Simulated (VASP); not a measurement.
Set up this calculation in VASP 6.6.1, as the native input.

| Item | Value |
| --- | --- |
| Task | relaxation of cell and atoms |
| Functional | PBE |
| Potentials or basis | VASP PAW PBE potentials, release 64 (Y_sv, Nb_sv) |
| Cutoff | 600 eV |
| k mesh | 5 × 5 × 5 |
| Occupations | fermi-dirac, width 0.05 eV |
| Spin | no spin polarisation |
| Further INCAR settings | ALGO = Normal; EDIFF = 1e-07; IBRION = 2; EDIFFG = -0.005; NSW = 60; ISIF = 3 |

The structure of YNb lies in POSCAR:

```
YNb
1.0
    3.6114100000      0.0000000000      0.0000000000
    0.0000000000      3.6114100000      0.0000000000
    0.0000000000      0.0000000000      3.6114100000
Y Nb
1 1
Direct
    0.0000000000      0.0000000000      0.0000000000
    0.5000000000      0.5000000000      0.5000000000
```

The cell was built by a generator and needn't be a form met in nature.

The input as run:

INCAR

```
SYSTEM = YNb
PREC = Accurate ; ENCUT = 600
EDIFF = 1E-7 ; ISMEAR = -1
SIGMA = 0.05 ; LREAL = .False.
LASPH = .True. ; NELM = 60
ALGO = Normal ; ISIF = 3
LWAVE = .False. ; LCHARG = .False.
GGA = PE ; IBRION = 2
NSW = 60 ; EDIFFG = -0.005
```

KPOINTS

```
regular mesh
0
Gamma
  5 5 5
  0 0 0
```

Potentials or basis: VASP PAW PBE potentials, release 64 (Y_sv, Nb_sv).

Launch:

```console
$ cat potpaw_PBE.64/Y_sv/POTCAR potpaw_PBE.64/Nb_sv/POTCAR > POTCAR
$ mpirun -np 1 vasp_std > vasp.out
```

It gave:

- Relaxed volume: 23.43 Å³/atom
- Relaxed cell: a = 3.605 Å, b = 3.605 Å, c = 3.605 Å, α = 90.00°, β = 90.00°, γ = 90.00°
- Space group after relaxing (to 0.05 Å): Pm-3m (No. 221)
- Energy gained by relaxing: 0.2 meV/atom
- Ionic steps: 3
- Pressure after relaxing: 0.0 GPa
- Band gap on the k mesh: none (metal or under the smearing width)

Run time: 24 s on 1 thread of Intel(R) Xeon(R) Platinum 8488C (Sapphire Rapids), with other jobs on the host, peak memory 0.18 GiB.
